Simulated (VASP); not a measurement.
# CsIO (P4/nmm) in VASP: single point with r2SCAN

Aim: the single point of CsIO with r2SCAN.

Program: VASP 6.6.1. These are calculated values, not measurements. Logs are shortened: lines on timing, memory, paths and dates and some standing lists are left out, and cuts for length are marked.

## 1. The structure

The structure is tetragonal, space group P4/nmm (No. 129). The conventional cell has a = 4.275 Å, b = 4.275 Å, c = 9.811 Å, α = 90.00°, β = 90.00°, γ = 90.00°. I (site symmetry 4mm) is surrounded by 4 Cs at 3.34 Å. Cs (site symmetry 4mm) is surrounded by 4 O at 2.94 Å and 4 I at 3.34 Å. Around O (site symmetry -4m2) lie 4 Cs at 2.94 Å and 4 O at 3.02 Å.

The cell was built by a generator and needn't be a form met in nature.

## 2. Single point, r2SCAN

The input, POSCAR:

```
CsIO
1.0
    4.2754150000      0.0000000000      0.0000000000
    0.0000000000      4.2754150000      0.0000000000
    0.0000000000      0.0000000000      9.8107510000
I Cs O
2 2 2
Direct
    0.2500000000      0.2500000000      0.6490000000
    0.7500000000      0.7500000000      0.3510000000
    0.2500000000      0.2500000000      0.2060000000
    0.7500000000      0.7500000000      0.7940000000
    0.7500000000      0.2500000000      0.0000000000
    0.2500000000      0.7500000000      0.0000000000
```

The input, INCAR.step1:

```
SYSTEM = CsIO
  ALGO = Normal
  EDIFF = 1E-4
  ENCUT = 520
  GGA = PE
  ISMEAR = -5
  LASPH = .True.
  LCHARG = .False.
  LREAL = .False.
  LWAVE = .True.
  NELM = 60
  PREC = Accurate
  SIGMA = 0.1
```

The input, INCAR.step2:

```
SYSTEM = CsIO
  ALGO = Normal
  EDIFF = 1E-6
  ENCUT = 520
  ISIF = 2
  ISMEAR = -1
  ISTART = 1
  LASPH = .True.
  LCHARG = .False.
  LMIXTAU = .True.
  LORBIT = 11
  LREAL = .False.
  LWAVE = .False.
  METAGGA = R2SCAN
  NELM = 60
  PREC = Accurate
  SIGMA = 0.1
```

The input, KPOINTS:

```
k-points
0
Gamma
  8 8 4
  0 0 0
```

Potentials or basis: VASP PAW PBE potentials, release 64 (I, Cs_sv, O).

Run with:

```bash
$ cat potpaw_PBE.64/I/POTCAR potpaw_PBE.64/Cs_sv/POTCAR potpaw_PBE.64/O/POTCAR > POTCAR
$ cp INCAR.step1 INCAR
$ mpirun -np 1 vasp_std > vasp.out
$ cp INCAR.step2 INCAR
$ mpirun -np 1 vasp_std > vasp.out
```

OUTCAR:

```text
SYSTEM = CsIO
   EDIFF = 1E-6
   ENCUT = 520
   ISIF = 2
   ISMEAR = -1
   ISTART = 1
   LASPH = .True.
   LORBIT = 11
   LREAL = .False.
   METAGGA = R2SCAN
   NELM = 60
   PREC = Accurate

 ion  position               nearest neighbor table
   1  0.250  0.250  0.649-   4 3.34   4 3.34   4 3.34   4 3.34
   2  0.750  0.750  0.351-   3 3.34   3 3.34   3 3.34   3 3.34
   3  0.250  0.250  0.206-   2 3.34   2 3.34   2 3.34   2 3.34
   4  0.750  0.750  0.794-   1 3.34   1 3.34   1 3.34   1 3.34
   5  0.750  0.250  0.000-
   6  0.250  0.750  0.000-

  LATTYP: Found a simple tetragonal cell.
 ALAT       =     4.2754150000
 C/A-ratio  =     2.2946897553

  Lattice vectors:

 A1 = (   4.2754150000,   0.0000000000,   0.0000000000)
 A2 = (   0.0000000000,   4.2754150000,   0.0000000000)
 A3 = (   0.0000000000,   0.0000000000,   9.8107510000)

Analysis of symmetry for initial positions (statically):
=====================================================================
 Subroutine PRICEL returns:
 Original cell was already a primitive cell.

 Routine SETGRP: Setting up the symmetry group for a
 simple tetragonal supercell.

 Subroutine GETGRP returns: Found 16 space group operations
 (whereof  4 operations were pure point group operations)
 out of a pool of 16 trial point group operations.

The static configuration has the point symmetry C_2h.
 The point group associated with its full space group is D_4h.

Analysis of symmetry for dynamics (positions and initial velocities):
=====================================================================
 Subroutine PRICEL returns:
 Original cell was already a primitive cell.

 Routine SETGRP: Setting up the symmetry group for a
 simple tetragonal supercell.

 Subroutine GETGRP returns: Found 16 space group operations
 (whereof  4 operations were pure point group operations)
 out of a pool of 16 trial point group operations.

The dynamic configuration has the point symmetry C_2h.
 The point group associated with its full space group is D_4h.

 Subroutine INISYM returns: Found 16 space group operations
 (whereof  4 operations are pure point group operations),
 and found     1 'primitive' translations

----------------------------------------------------------------------------------------

                                     Primitive cell

  volume of cell :     179.3324

  direct lattice vectors                    reciprocal lattice vectors
     4.275415000  0.000000000  0.000000000     0.233895423  0.000000000  0.000000000
     0.000000000  4.275415000  0.000000000     0.000000000  0.233895423  0.000000000
     0.000000000  0.000000000  9.810751000     0.000000000  0.000000000  0.101928996

  length of vectors
     4.275415000  4.275415000  9.810751000     0.233895423  0.233895423  0.101928996

  position of ions in fractional coordinates (direct lattice)
     0.250000000  0.250000000  0.649000000
     0.750000000  0.750000000  0.351000000
     0.250000000  0.250000000  0.206000000
     0.750000000  0.750000000  0.794000000
     0.750000000  0.250000000  0.000000000
     0.250000000  0.750000000  0.000000000

  ion indices of the primitive-cell ions
   primitive index   ion index
                 1           1
                 2           2
                 3           3
                 4           4
                 5           5
                 6           6

----------------------------------------------------------------------------------------

 KPOINTS: k-points

Automatic generation of k-mesh.
 Grid dimensions read from file:
 generate k-points for:    8    8    4

 Generating k-lattice:

  Cartesian coordinates                     Fractional coordinates (reciprocal lattice)
     0.029236928  0.000000000  0.000000000     0.125000000  0.000000000  0.000000000
     0.000000000  0.029236928  0.000000000     0.000000000  0.125000000  0.000000000
     0.000000000  0.000000000  0.025482249     0.000000000  0.000000000  0.250000000

  Length of vectors
     0.029236928  0.029236928  0.025482249

  Shift w.r.t. Gamma in fractional coordinates (k-lattice)
     0.000000000  0.000000000  0.000000000

 Subroutine IBZKPT returns following result:
 ===========================================

 Found     45 irreducible k-points:

 Following reciprocal coordinates:
            Coordinates               Weight
  0.000000  0.000000  0.000000      1.000000
  0.125000  0.000000  0.000000      4.000000
  0.250000  0.000000  0.000000      4.000000
  0.375000  0.000000  0.000000      4.000000
  0.500000  0.000000  0.000000      2.000000
  0.125000  0.125000  0.000000      4.000000
[... 16 lines left out ...]
  0.375000  0.125000  0.250000     16.000000
  0.500000  0.125000  0.250000      8.000000
 [... further k-points ...]
   k-points           NKPTS =     45   k-points in BZ     NKDIM =     45   number of bands    NBANDS=     26
   number of dos      NEDOS =    301   number of ions     NIONS =      6
   total plane-waves  NPLWV =  81920
   dimension x,y,z NGX =    32 NGY =   32 NGZ =   80
   dimension x,y,z NGXF=    64 NGYF=   64 NGZF=  160
   ions per type =               2   2   2
   NGX,Y,Z   is equivalent  to a cutoff of  12.44, 12.44, 13.56 a.u.
   NGXF,Y,Z  is equivalent  to a cutoff of  24.89, 24.89, 27.11 a.u.
 SYSTEM =  CsIO
   PREC   = accura    normal or accurate (medium, high low for compatibility)
   ISTART =      1    job   : 0-new  1-cont  2-samecut
   ICHARG =      0    charge: 1-file 2-atom 10-const
   ISPIN  =      1    spin polarized calculation?
   LNONCOLLINEAR =      F non collinear calculations
   LSORBIT =      F    spin-orbit coupling
   LASPH  =      T    aspherical Exc in radial PAW
   ENCUT  =  520.0 eV  38.22 Ry    6.18 a.u.   7.95  7.95 18.24*2*pi/ulx,y,z
   NELM   =     60;   NELMIN=  2; NELMDL=  0     # of ELM steps
   EDIFF  = 0.1E-05   stopping-criterion for ELM
   LREAL  =      F    real-space projection
   EDIFFG = 0.1E-04   stopping-criterion for IOM
   NSW    =      0    number of steps for IOM
   IBRION =     -1    ionic relax: 0-MD 1-quasi-New 2-CG
   NFREE  =      0    steps in history (QN), initial steepest desc. (CG)
   ISIF   =      2    stress and relaxation
   ISYM   =      2    0-nonsym 1-usesym 2-fastsym
   POTIM  = 0.5000    time-step for ionic-motion
   TEBEG  =    0.0;   TEEND  =   0.0 temperature during run
   PSTRESS=    0.0 pullay stress
   NELECT =      44.0000    total number of electrons
   NUPDOWN=      -1.0000    fix difference up-down
   EMIN   =  10.00;   EMAX   =-10.00  energy-range for DOS
   EFERMI =   0.00;   METHOD = LEGACY
   ISMEAR =    -1;   SIGMA  =   0.10  broadening in eV -4-tet -1-fermi 0-gaus
   EFERMI_NEDOS =   21; number of points for ismear=-14 and -15
   IALGO  =     38    algorithm
   IMIX   =      4    mixing-type and parameters
     AMIX     =   0.40;   BMIX     =  1.00
     AMIX_MAG =   1.60;   BMIX_MAG =  1.00
  volume/ion in A,a.u.               =      29.89       201.70
  Fermi-wavevector in a.u.,A,eV,Ry     =   1.024879  1.936741 14.291259  1.050378
  Thomas-Fermi vector in A             =   2.158690
   LORBIT       =     11    0 simple, 1 ext, 2 COOP (PROOUT), +10 PAW based schemes
   METAGGA = R2SCAN    functional components
   LHFCALC =     F    Hartree Fock is set to
   AEXX    =    0.0000 exact exchange contribution
   IVDW    =     0    specifies the selected vdW correction
   LEPSILON=     F    determine dielectric tensor
   LRPA    =     F    only Hartree local field effects (RPA)
 non-spin polarized calculation
  energy-cutoff  :      520.00
  volume of cell :      179.33
 maximum number of plane-waves:      4876
 NGX is ok and might be reduce to    32

 number of electron      43.9999990 magnetization

 Free energy of the ion-electron system (eV)
  ---------------------------------------------------
  ext. energy  EPLUGINS =         0.00000000
  ---------------------------------------------------
  free energy    TOTEN  =      -110.02850737 eV

  energy without entropy =     -109.59698897  energy(sigma->0) =     -109.81274817

 E-fermi :   0.6642     XC(G=0):  -9.1564

 val. band max:        0.6627198225   @ k =   0.2500   0.0000   0.2500
 cond. band min:       0.6656844141   @ k =   0.3750   0.2500   0.5000
 fundamental gap:      0.0029645915
 Fermi energy:         0.6641761216

 k-point     1 :       0.0000    0.0000    0.0000
  band No.  band energies     occupation
      1     -19.0137      2.00000
      2     -18.9139      2.00000
      3     -15.8027      2.00000
      4     -15.4096      2.00000
      5     -11.1402      2.00000
      6     -10.7941      2.00000
[... 18 lines left out ...]
     25       5.8211      0.00000
     26       6.5629      0.00000

 k-point     2 :       0.1250    0.0000    0.0000
  band No.  band energies     occupation
      1     -18.9948      2.00000
      2     -18.9020      2.00000
      3     -15.7925      2.00000
      4     -15.4307      2.00000
      5     -11.1383      2.00000
      6     -10.8197      2.00000
[... 18 lines left out ...]
     25       6.1921      0.00000
[... 608 lines left out ...]
     25       7.4591      0.00000
     26       7.7299      0.00000

 k-point    24 :       0.5000    0.1250    0.2500
  band No.  band energies     occupation
      1     -18.8432      2.00000
      2     -18.8432      2.00000
      3     -15.6512      2.00000
      4     -15.6512      2.00000
      5     -11.0127      2.00000
      6     -11.0127      2.00000
[... 18 lines left out ...]
     25       7.5241      0.00000
     26       7.5241      0.00000

 [... further k-points ...]

------------------------ aborting loop because EDIFF is reached ----------------------------------------

  FORCE on cell =-STRESS in cart. coord.  units (eV):
  Direction    XX          YY          ZZ          XY          YZ          ZX
  --------------------------------------------------------------------------------------
  -------------------------------------------------------------------------------------
  Total        7.3811742      7.3811742      1.8080946      0.0000000      0.0000000      0.0000000
  in kB       65.9442950     65.9442950     16.1537343      0.0000000      0.0000000      0.0000000
  external PRESSURE =      49.3474414 kB  Pullay stress =       0.0000000 kB

 VOLUME and BASIS-vectors are now :
 -----------------------------------------------------------------------------
  energy-cutoff  :      520.00
  volume of cell :      179.33
      direct lattice vectors                 reciprocal lattice vectors
     4.275415000  0.000000000  0.000000000     0.233895423  0.000000000  0.000000000
     0.000000000  4.275415000  0.000000000     0.000000000  0.233895423  0.000000000
     0.000000000  0.000000000  9.810751000     0.000000000  0.000000000  0.101928996

 POSITION                                       TOTAL-FORCE (eV/Angst)
 -----------------------------------------------------------------------------------
      1.06885      1.06885      6.36718        -0.000000      0.000000     -1.447437
      3.20656      3.20656      3.44357         0.000000      0.000000      1.447437
      1.06885      1.06885      2.02101        -0.000000     -0.000000     -1.541415
      3.20656      3.20656      7.78974         0.000000     -0.000000      1.541415
      3.20656      1.06885      0.00000         0.000000     -0.000000     -0.000000
      1.06885      3.20656      0.00000        -0.000000      0.000000     -0.000000
 -----------------------------------------------------------------------------------
    total drift:                                0.000000     -0.000000     -0.000000

  FREE ENERGIE OF THE ION-ELECTRON SYSTEM (eV)
  ---------------------------------------------------
  free  energy   TOTEN  =      -110.0285073729 eV

  energy  without entropy=     -109.5969889652  energy(sigma->0) =     -109.81274817

 total charge

# of ion       s       p       d       tot
------------------------------------------
    1        1.527   2.802   0.009   4.338
    2        1.527   2.802   0.009   4.338
    3        1.866   4.681   0.083   6.630
    4        1.866   4.681   0.083   6.630
    5        1.611   3.088   0.000   4.699
    6        1.611   3.088   0.000   4.699
--------------------------------------------------
tot         10.007  21.143   0.185  31.334
```

Run time: 7.6 min. Hardware: 1 thread of Intel Xeon Platinum 8488C (Sapphire Rapids), shared host; peak memory 0.44 GiB.

What came out:

```yaml
Free_energy: -110.0285 eV
Pressure: 4.9 GPa
Largest_force: 1.541 eV/Å
Band_gap_on_the_k_mesh: none (metal or under the smearing width)
Valence_electrons_inside_the_program's_atomic_spheres: I 4.34; Cs 6.63; O 4.70
```

Forces on the atoms (eV/Å):
```
I    0.000  0.000 -1.447
I    0.000  0.000  1.447
Cs   0.000  0.000 -1.541
Cs   0.000  0.000  1.541
O    0.000  0.000  0.000
O    0.000  0.000  0.000
```

Caveat: the PAW data sets were made with another functional, which shifts forces and pressure a little. Spin-orbit coupling is left out, which matters for the levels of Cs, I.
